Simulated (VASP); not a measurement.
Level of theory: PBEsol GGA, VASP's PBE PAW potentials (set 64) (plane waves; VASP).

VASP input:

**INCAR**
```
SYSTEM=Rh(111) slab
PREC=Normal; ENCUT=400; LREAL=F
LASPH=T
EDIFF=1E-5; NELM=100; NELMIN=4
ALGO=Normal; LMAXMIX=4
ISMEAR=1; SIGMA=0.1
GGA=PS
IBRION=2; NSW=50; ISIF=2
EDIFFG=-0.03
LWAVE=T; LCHARG=F
DIPOL=0.5 0.5 0.5
LDIPOL=T; IDIPOL=3
```

### KPOINTS
```
K-points
0
G
  12 12 1
0 0 0
```

POSCAR:
```
Rh(111) slab
1
    2.6727229328     0.0000000000     0.0000000000
   -1.3363614664     2.3146455034     0.0000000000
   -0.0000000000    -0.0000000000    25.8316105273
Rh
5
Direct
  0.6666670000   0.3333330000   0.3310390000
  0.3333330000   0.6666670000   0.4155190000
  0.0000000000   0.0000000000   0.5000000000
  0.6666670000   0.3333330000   0.5844810000
  0.3333330000   0.6666670000   0.6689610000
```

POTCAR, in this order: Rh_pv (PBE.64 set). Program: vasp_std.

The resulting files:

### OSZICAR
```
       N       E                     dE             d eps       ncg     rms          rms(c)
DAV:   1     0.708522111592E+03    0.70852E+03   -0.43885E+04  2190   0.137E+03
DAV:   2    -0.203799990419E+02   -0.72890E+03   -0.70978E+03  1905   0.450E+02
DAV:   3    -0.412978584532E+02   -0.20918E+02   -0.19714E+02  1967   0.802E+01
DAV:   4    -0.417913051051E+02   -0.49345E+00   -0.49088E+00  2022   0.109E+01
DAV:   5    -0.418060355049E+02   -0.14730E-01   -0.14123E-01  2121   0.161E+00    0.235E+01
DAV:   6    -0.393386900726E+02    0.24673E+01   -0.11744E+01  1843   0.223E+01    0.971E+00
DAV:   7    -0.575606626409E+02   -0.18222E+02   -0.81871E+01  1947   0.763E+01    0.385E+01
DAV:   8    -0.410159777959E+02    0.16545E+02   -0.25794E+01  1956   0.223E+01    0.154E+01
DAV:   9    -0.393992121509E+02    0.16168E+01   -0.62387E+00  1879   0.166E+01    0.865E+00
DAV:  10    -0.389435009139E+02    0.45571E+00   -0.45640E+00  1861   0.909E+00    0.411E+00
DAV:  11    -0.388257440036E+02    0.11776E+00   -0.56366E-01  1860   0.576E+00    0.950E-01
DAV:  12    -0.388202683322E+02    0.54757E-02   -0.20338E-02  1864   0.108E+00    0.752E-01
DAV:  13    -0.388232427349E+02   -0.29744E-02   -0.78461E-03  1980   0.627E-01    0.794E-01
DAV:  14    -0.388213607547E+02    0.18820E-02   -0.13219E-03  1885   0.282E-01    0.570E-01
DAV:  15    -0.388190989839E+02    0.22618E-02   -0.24367E-03  1922   0.381E-01    0.309E-01
DAV:  16    -0.388186378274E+02    0.46116E-03   -0.49423E-04  1761   0.156E-01    0.209E-01
DAV:  17    -0.388182141523E+02    0.42368E-03   -0.11649E-03  1739   0.233E-01    0.265E-02
DAV:  18    -0.388183152395E+02   -0.10109E-03   -0.29839E-04  1788   0.116E-01    0.731E-02
DAV:  19    -0.388183806982E+02   -0.65459E-04   -0.27410E-05  1149   0.417E-02    0.648E-02
DAV:  20    -0.388184012346E+02   -0.20536E-04   -0.12804E-05  1050   0.242E-02    0.463E-02
DAV:  21    -0.388184339484E+02   -0.32714E-04   -0.63173E-05  1167   0.545E-02    0.305E-03
DAV:  22    -0.388184506752E+02   -0.16727E-04   -0.75627E-06  1058   0.168E-02    0.880E-03
DAV:  23    -0.388184557877E+02   -0.51126E-05   -0.10824E-06   990   0.619E-03
   1 F= -.38818456E+02 E0= -.38819491E+02  d E =-.388185E+02
       N       E                     dE             d eps       ncg     rms          rms(c)
DAV:   1    -0.387663091757E+02    0.52141E-01   -0.71128E+00  2067   0.336E+01    0.539E-01
DAV:   2    -0.388590548602E+02   -0.92746E-01   -0.80951E-01  1743   0.620E+00    0.197E+00
DAV:   3    -0.388306800573E+02    0.28375E-01   -0.13066E-01  1823   0.272E+00    0.361E-01
DAV:   4    -0.388306731917E+02    0.68656E-05   -0.10790E-02  1843   0.680E-01    0.453E-01
DAV:   5    -0.388312718453E+02   -0.59865E-03   -0.10349E-02  1840   0.968E-01    0.448E-01
DAV:   6    -0.388293395586E+02    0.19323E-02   -0.50423E-03  1839   0.634E-01    0.912E-02
DAV:   7    -0.388293085337E+02    0.31025E-04   -0.30270E-04  1954   0.137E-01    0.339E-02
DAV:   8    -0.388293062184E+02    0.23153E-05   -0.24772E-05  1101   0.402E-02
   2 F= -.38829306E+02 E0= -.38830316E+02  d E =-.108504E-01
       N       E                     dE             d eps       ncg     rms          rms(c)
DAV:   1    -0.388280126009E+02    0.12959E-02   -0.17093E-01  2075   0.520E+00    0.843E-02
DAV:   2    -0.388300320254E+02   -0.20194E-02   -0.18307E-02  1743   0.942E-01    0.264E-01
DAV:   3    -0.388295469992E+02    0.48503E-03   -0.26012E-03  1818   0.372E-01    0.620E-02
DAV:   4    -0.388295402275E+02    0.67717E-05   -0.30426E-04  1851   0.115E-01    0.688E-02
DAV:   5    -0.388295607734E+02   -0.20546E-04   -0.25963E-04  1707   0.153E-01    0.687E-02
DAV:   6    -0.388295137732E+02    0.47000E-04   -0.14653E-04  1647   0.115E-01    0.842E-03
DAV:   7    -0.388295145926E+02   -0.81942E-06   -0.54076E-06   865   0.181E-02
   3 F= -.38829515E+02 E0= -.38830509E+02  d E =-.110588E-01
       N       E                     dE             d eps       ncg     rms          rms(c)
DAV:   1    -0.388246932978E+02    0.48205E-02   -0.76165E-01  2099   0.111E+01    0.184E-01
DAV:   2    -0.388324599558E+02   -0.77667E-02   -0.74658E-02  1720   0.193E+00    0.419E-01
DAV:   3    -0.388322971488E+02    0.16281E-03   -0.17283E-02  1906   0.942E-01    0.338E-01
DAV:   4    -0.388311936563E+02    0.11035E-02   -0.35373E-03  1921   0.401E-01    0.611E-02
DAV:   5    -0.388312542388E+02   -0.60583E-04   -0.43728E-04  1864   0.199E-01    0.841E-02
DAV:   6    -0.388311900750E+02    0.64164E-04   -0.31148E-04  1798   0.186E-01    0.380E-02
DAV:   7    -0.388311862420E+02    0.38330E-05   -0.25277E-05  1069   0.392E-02
   4 F= -.38831186E+02 E0= -.38832209E+02  d E =-.167165E-02
       N       E                     dE             d eps       ncg     rms          rms(c)
DAV:   1    -0.387744898507E+02    0.56700E-01   -0.68483E+00  2099   0.334E+01    0.564E-01
DAV:   2    -0.388474137912E+02   -0.72924E-01   -0.69345E-01  1730   0.586E+00    0.135E+00
DAV:   3    -0.388431979930E+02    0.42158E-02   -0.16879E-01  1901   0.304E+00    0.967E-01
DAV:   4    -0.388339002863E+02    0.92977E-02   -0.27904E-02  1934   0.112E+00    0.179E-01
DAV:   5    -0.388340134661E+02   -0.11318E-03   -0.19145E-03  1861   0.382E-01    0.166E-01
DAV:   6    -0.388338533246E+02    0.16014E-03   -0.16870E-03  1811   0.440E-01    0.114E-01
DAV:   7    -0.388337881243E+02    0.65200E-04   -0.22626E-04  1913   0.149E-01    0.443E-02
DAV:   8    -0.388337757311E+02    0.12393E-04   -0.64194E-05  1184   0.489E-02    0.537E-03
DAV:   9    -0.388337764201E+02   -0.68895E-06   -0.42072E-06   876   0.173E-02
   5 F= -.38833776E+02 E0= -.38834855E+02  d E =-.426183E-02
```

File OUTCAR:
```
------------------------ aborting loop because EDIFF is reached ----------------------------------------
  FORCE on cell =-STRESS in cart. coord.  units (eV):
  Direction    XX          YY          ZZ          XY          YZ          ZX
  --------------------------------------------------------------------------------------
  Total       -3.1552499     -3.1552487     -0.7751178     -0.0000000      0.0000000      0.0000000
  in kB      -31.6340235    -31.6340111     -7.7712049     -0.0000000      0.0000000      0.0000000
  external PRESSURE =     -23.6797465 kB  Pullay stress =       0.0000000 kB
  volume of cell :      159.80
      direct lattice vectors                 reciprocal lattice vectors
     2.672722933  0.000000000  0.000000000     0.374150267  0.216015800  0.000000000
    -1.336361466  2.314645503  0.000000000     0.000000000  0.432031600  0.000000000
     0.000000000  0.000000000 25.831610527     0.000000000  0.000000000  0.038712259
 POSITION                                       TOTAL-FORCE (eV/Angst)
 -----------------------------------------------------------------------------------
      1.33636      0.77155      8.59410         0.000000      0.000000      0.010465
     -0.00000      1.54310     10.73599        -0.000000      0.000000      0.017393
      0.00000      0.00000     12.91581        -0.000000      0.000000     -0.000000
      1.33636      0.77155     15.09562         0.000000     -0.000000     -0.017393
     -0.00000      1.54310     17.23751        -0.000000     -0.000000     -0.010465
 -----------------------------------------------------------------------------------
    total drift:                               -0.000000      0.000000      0.000000
  FREE ENERGIE OF THE ION-ELECTRON SYSTEM (eV)
  ---------------------------------------------------
  free  energy   TOTEN  =       -38.8337764201 eV

  energy  without entropy=      -38.8370121065  energy(sigma->0) =      -38.83485498

 reached required accuracy - stopping structural energy minimisation
```
(Selected blocks of OUTCAR.)

### CONTCAR
```
Rh(111) slab
   1.00000000000000
     2.6727229328000002    0.0000000000000000    0.0000000000000000
    -1.3363614664000001    2.3146455034000000    0.0000000000000000
     0.0000000000000000    0.0000000000000000   25.8316105273000005
  Rh
     5
Direct
     0.6666669999999968    0.3333330000000032    0.3326970103381254
     0.3333330000000032    0.6666669999999968    0.4156142903455842
     0.0000000000000000    0.0000000000000000    0.5000000000000000
     0.6666669999999968    0.3333330000000032    0.5843857096544158
     0.3333330000000032    0.6666669999999968    0.6673029896618747
```

The cell is a thin slab with vacuum, built from Rh (fcc): (111) face.
